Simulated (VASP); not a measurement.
Crystal: Ti2SiTe2.

```xyz
5
Lattice="-2.1560 3.0599 4.6117 2.1560 -3.0599 4.6117 2.1560 3.0599 -4.6117" Properties=species:S:1:pos:R:3 pbc="T T T"
Ti    2.1560    1.7735    0.0000
Ti    0.0000    1.2864    4.6117
Si    0.0000    0.0000    0.0000
Te    2.1560    0.0000    2.6614
Te    0.0000    3.0599    1.9503
```

The cell was built by a generator and needn't be a form met in nature.

- Program: VASP 6.6.1
- Task: relaxation of cell and atoms
- Functional: PBE
- Potentials or basis: VASP PAW PBE potentials, release 64 (Ti_sv, Si, Te)
- Cutoff: 520 eV
- k mesh: 4 × 4 × 4
- Occupations: gaussian, width 0.15 eV
- Spin: no spin polarisation

At the start: pressure -9.0 GPa; volume 24.34 Å³/atom.

Q: Where does the relaxation end?

A: Over 10 steps the energy falls by 294.1 meV/atom and the volume is 20.58 Å³/atom (-15.5 %); space group Immm (No. 71, to 0.05 Å).

Step by step:
```csv
step,energy change (eV),largest force (eV/Å),pressure (GPa),volume (Å³)
1,0.0000,1.8441,-9.05,121.70
2,-1.0967,1.5082,3.53,98.96
3,-1.0973,1.5201,3.09,99.22
4,-1.3824,0.2248,2.42,100.35
5,-1.4143,0.2890,2.34,100.79
6,-1.4157,0.4081,2.38,100.90
7,-1.4454,0.0762,-2.06,105.96
8,-1.4609,0.1348,-0.66,104.03
9,-1.4698,0.0316,-0.19,103.17
10,-1.4704,0.0187,0.05,102.88
```

Final structure:
```yaml
crystal:
  lattice:
    - [-1.90663, 3.19349, 4.22426]
    - [1.90663, -3.19349, 4.22426]
    - [1.90663, 3.19349, -4.22426]
  atoms:
    - { symbol: Ti, position: [0.25387, 0.50000, 0.75387] }
    - { symbol: Ti, position: [0.74613, 0.50000, 0.24613] }
    - { symbol: Si, position: [0.00000, 0.00000, 0.00000] }
    - { symbol: Te, position: [0.29752, 0.79752, 0.50000] }
    - { symbol: Te, position: [0.70248, 0.20248, 0.50000] }
```

Caveat: the k mesh is coarse (spacing up to 0.45 Å⁻¹), so the values aren't converged; the volume moved by over 15 % at a fixed basis, so the end points are rough.
